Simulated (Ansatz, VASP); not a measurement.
**One calculation of Rb3Ba, two programs**

INCAR

```
SYSTEM = Rb3Ba
PREC = Accurate ; ENCUT = 520
EDIFF = 1E-7 ; ISMEAR = -1
SIGMA = 0.05 ; LREAL = .FALSE.
LASPH = .TRUE. ; NELM = 60
ALGO = Normal ; ISIF = 2
LWAVE = .FALSE. ; LCHARG = .FALSE.
GGA = PE ; NBANDS = 26
```

KPOINTS

```
regular mesh
0
G
  6 6 6
  0 0 0
```

POSCAR

```
Rb3Ba
1.0
   -3.3258931576      3.3258931576      7.2717229767
    3.3258931576     -3.3258931576      7.2717229767
    3.3258931576      3.3258931576     -7.2717229767
Ba Rb
1 3
Direct
    0.0000000000      0.0000000000      0.0000000000
    0.5000000000      0.5000000000      0.0000000000
    0.2500000000      0.7500000000      0.5000000000
    0.7500000000      0.2500000000      0.5000000000
```

The input input.yaml:

```yaml
crystal:
  lattice:
    - [-3.3258931576, 3.3258931576, 7.2717229767]
    - [3.3258931576, -3.3258931576, 7.2717229767]
    - [3.3258931576, 3.3258931576, -7.2717229767]
  atoms:
    - { symbol: Ba, position: [0.0, 0.0, 0.0] }
    - { symbol: Rb, position: [0.5, 0.5, 0.0] }
    - { symbol: Rb, position: [0.25, 0.75, 0.5] }
    - { symbol: Rb, position: [0.75, 0.25, 0.5] }
hamiltonian:
  xc: pbe
  pseudopotentials: { kind: paw }
kpoints:
  mp_grid: { grid: [6, 6, 6] }
scf:
  occupations: { method: fermi_dirac, width: 0.05 }
output:
  forces: true
  stress: true
  eigenvalues: true
```

Change from the starting cell: volume scaled by 0.96.

Alike in both runs: task single point; functional PBE; k mesh 6 × 6 × 6; occupations fermi-dirac, width 0.05 eV; no spin polarisation.

|  | VASP | Ansatz |
| --- | --- | --- |
| version | VASP 6.6.1 | Ansatz 0.2.0 |
| potentials or method | VASP PAW PBE potentials, release 64 (Ba_sv, Rb_sv) | Ansatz PAW |
| plane-wave cutoff (eV) | 520 | 420 |
| valence electrons in the cell | 37 | 37 |

```tsv
	VASP	Ansatz	Ansatz less VASP
gap on the k mesh at the Fermi level (eV)	none	none	-
pressure (GPa)	0.1	0.1	0.00
```

A gap of «none» marks a metal or a gap that the smearing closes.

Spin-orbit coupling is left out, which matters for the levels of Ba.
